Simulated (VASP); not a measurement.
Write the native input for VASP 6.6.1 that does the following.

| Quantity | Value |
| --- | --- |
| Task | single point |
| Functional | PBE |
| Potentials or basis | VASP PAW PBE potentials, release 64 (Sc_sv, Te) |
| Cutoff | 520 eV |
| k mesh | 5 × 5 × 5 |
| Occupations | fermi-dirac, width 0.05 eV |
| Spin | no spin polarisation |
| Further INCAR settings | ALGO = Fast; EDIFF = 1e-07; NBANDS = 28 |

The structure of Sc3Te lies in POSCAR:

```
Sc3Te
1.0
    0.0000000000      3.5695000000      3.5695000000
    3.5695000000      0.0000000000      3.5695000000
    3.5695000000      3.5695000000      0.0000000000
Sc Te
3 1
Direct
    0.2500000000      0.2500000000      0.2500000000
    0.7500000000      0.7500000000      0.7500000000
    0.5000000000      0.5000000000      0.5000000000
    0.0000000000      0.0000000000      0.0000000000
```

The cell was built by a generator and needn't be a form met in nature.

The input as run:

INCAR

```
  PREC = Accurate
  ENCUT = 520
  EDIFF = 1E-7
  ISMEAR = -1
  SIGMA = 0.05
  LREAL = F
  LASPH = T
  NELM = 100
  ALGO = Fast
  ISIF = 2
  LWAVE = F
  LCHARG = F
  GGA = PE
  NBANDS = 28
```

KPOINTS

```
Automatic mesh
0
Gamma
  5 5 5
```

Potentials or basis: VASP PAW PBE potentials, release 64 (Sc_sv, Te).

Launch:

```bash
$ cat potpaw_PBE.64/Sc_sv/POTCAR potpaw_PBE.64/Te/POTCAR > POTCAR
$ mpirun -np 1 vasp_std > vasp.out
```

It gave:

The pressure is -0.1 GPa and the band gap on the k mesh is none (metal or under the smearing width).

Run time: 30 s on 1 thread of Intel(R) Xeon(R) 6975P-C (Granite Rapids), on a shared host, peak memory 0.24 GiB.
